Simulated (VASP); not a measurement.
Here is the system:

```cif
data_Co2
_chemical_formula_sum 'Co2'
_space_group_name_H-M_alt 'P 1'
_space_group_IT_number 1
_cell_length_a 2.49028
_cell_length_b 2.49028
_cell_length_c 4.02320
_cell_angle_alpha 90.000
_cell_angle_beta 90.000
_cell_angle_gamma 120.000
loop_
_space_group_symop_operation_xyz
  'x, y, z'
loop_
_atom_site_label
_atom_site_type_symbol
_atom_site_fract_x
_atom_site_fract_y
_atom_site_fract_z
_atom_site_occupancy
Co1 Co 0.33333 0.66667 0.25000 1
Co2 Co 0.66667 0.33333 0.75000 1
```
Starting moments (μB, in the order of the record's atoms Co Co): 1.6 1.6.

All values below come from PBE GGA, VASP's PBE PAW potentials (set 64) (plane waves; VASP). Numerical set-up: 480 eV cut-off, 16×16×8 Γ-centred mesh, first-order Methfessel-Paxton smearing of 0.10 eV, potentials Co.

Each relaxation starts from this cell; other phases were not tried.

**Question.** The cell is relaxed at 15 GPa. What happens?

**Answer.** The volume per atom goes from 10.80 to 10.18 Å³ (-5.8 %), and the cell becomes a = b = 2.441 Å, c = 3.945 Å, α = β = 90.00°, γ = 120.00°, space group P6_3/mmc.

**Question.** The cell is relaxed at 20 GPa. What happens?

**Answer.** The volume per atom goes from 10.80 to 10.01 Å³ (-7.4 %), and the cell becomes a = 2.4275 Å, b = 2.4275 Å, c = 3.9225 Å, α = 90.00°, β = 90.00°, γ = 120.00°, space group P6_3/mmc.

Failed runs are left out, and for metals the shear rows, which the mesh's noise covers.

The compound is Co in the hcp structure. The spin order is the one that the start imposed; others were not tried in this run.
